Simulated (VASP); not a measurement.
Computed with LDA (Ceperley-Alder, Perdew-Zunger), VASP's LDA PAW potentials (set 64) (plane waves; VASP).

The input files of a VASP run:

**POSCAR**
```
ZnO
1
    1.5980435448    -2.7678930284     0.0000000000
    1.5980435448     2.7678930284    -0.0000000000
   -0.0000000000     0.0000000000     5.1654909297
Zn O
2 2
Direct
  0.6666670000   0.3333330000   0.5018010635
  0.3333330000   0.6666670000   0.0018010635
  0.6666670000   0.3333330000   0.8801989365
  0.3333330000   0.6666670000   0.3801989365
```

### INCAR
```
! general
SYSTEM  = ZnO
PREC    = Accurate
ENCUT   = 520   ! plane-wave cut-off (eV)
LREAL   = .False.
LASPH   = .True.   ! aspherical one-centre terms
NBANDS  = 66

! electronic loop
EDIFF   = 1E-7
NELM    = 100   ! most electronic steps
ALGO    = Normal   ! blocked Davidson
LMAXMIX = 4   ! l cut-off of mixed one-centre charges

! smearing
ISMEAR  = 0   ! Gaussian
SIGMA   = 0.01

! output
LWAVE   = .False.
LCHARG  = .False.
NEDOS   = 1001

! other
LOPTICS = .True.
CSHIFT  = 0.1
```

File KPOINTS:
```
Automatic mesh
0
Gamma
18 18 10
0 0 0
```

POTCAR, in this order: Zn O (LDA.64 set). Program: vasp_std.

The dielectric response may not be converged in the k-mesh; for small gaps it tends to come out too large.

Problem. Estimate the energy per atom (σ→0), band gap (on the k-mesh).

Solution. 
```yaml
energy per atom (σ→0): -5.290 eV/atom
band gap (on the k-mesh): 0.80 eV
```

**OSZICAR**
```
...
DAV:   9    -0.211587884669E+02    0.11101E-02   -0.85784E-03 33482   0.412E-01    0.123E-01
DAV:  10    -0.211587556804E+02    0.32787E-04   -0.14286E-04 33278   0.523E-02    0.683E-02
DAV:  11    -0.211587687322E+02   -0.13052E-04   -0.34592E-05 32612   0.246E-02    0.102E-02
DAV:  12    -0.211587680109E+02    0.72126E-06   -0.64032E-07 35220   0.106E-02    0.480E-03
DAV:  13    -0.211587678222E+02    0.18867E-06   -0.11052E-07 33224   0.247E-03    0.916E-04
DAV:  14    -0.211587678284E+02   -0.61646E-08   -0.17634E-08 18364   0.681E-04
   1 F= -.21158768E+02 E0= -.21158768E+02  d E =-.288630E-18
 imaginary and real dielectric function
```

The compound is ZnO in the wurtzite structure. It was relaxed first.
